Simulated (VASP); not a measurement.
Wanted: the native input for a VASP 6.6.1 run.

* Task: single point
* Functional: LDA
* Potentials or basis: VASP PAW LDA potentials, release 64 (Ba_sv, Rh_pv, O)
* Cutoff: 520 eV
* k mesh: 7 × 7 × 7
* Occupations: gaussian, width 0.1 eV
* Spin: no spin polarisation
* Dipole correction: no
* Further INCAR settings: ALGO = Normal; EDIFF = 1e-06; NBANDS = 30

The structure of BaRhO3 lies in POSCAR:

```
BaRhO3
1.0
    4.0945000000      0.0000000000      0.0000000000
    0.0000000000      4.0945000000      0.0000000000
    0.0000000000      0.0000000000      4.0945000000
Ba Rh O
1 1 3
Direct
    0.0000000000      0.0000000000      0.0000000000
    0.5000000000      0.5000000000      0.5000000000
    0.5000000000      0.0000000000      0.5000000000
    0.0000000000      0.5000000000      0.5000000000
    0.5000000000      0.5000000000      0.0000000000
```

The cell comes from a database or a generator and needn't be the stable form of this composition.

The input as run:

INCAR

```
PREC = Accurate ; ENCUT = 520
EDIFF = 1E-6 ; ISMEAR = 0
SIGMA = 0.1 ; LREAL = F
LASPH = T ; NELM = 100
ALGO = Normal ; ISIF = 2
LWAVE = F ; LCHARG = F
GGA = CA ; NBANDS = 30
```

KPOINTS

```
regular mesh
0
Gamma
  7 7 7
```

Potentials or basis: VASP PAW LDA potentials, release 64 (Ba_sv, Rh_pv, O).

Command:

```bash
$ cat potpaw_LDA.64/Ba_sv/POTCAR potpaw_LDA.64/Rh_pv/POTCAR potpaw_LDA.64/O/POTCAR > POTCAR
$ mpirun -np 1 vasp_std > vasp.out
```

It gave:

```yaml
Pressure: -14.1 GPa
Band_gap_on_the_k_mesh: none (metal or under the smearing width)
```

Caveat: an odd number of electrons without spin polarisation forces a metal; a magnetic or distorted state may lie lower.

It took 26 s on 1 thread of Intel(R) Xeon(R) Platinum 8488C (Sapphire Rapids), on a shared host, peak memory 0.17 GiB.
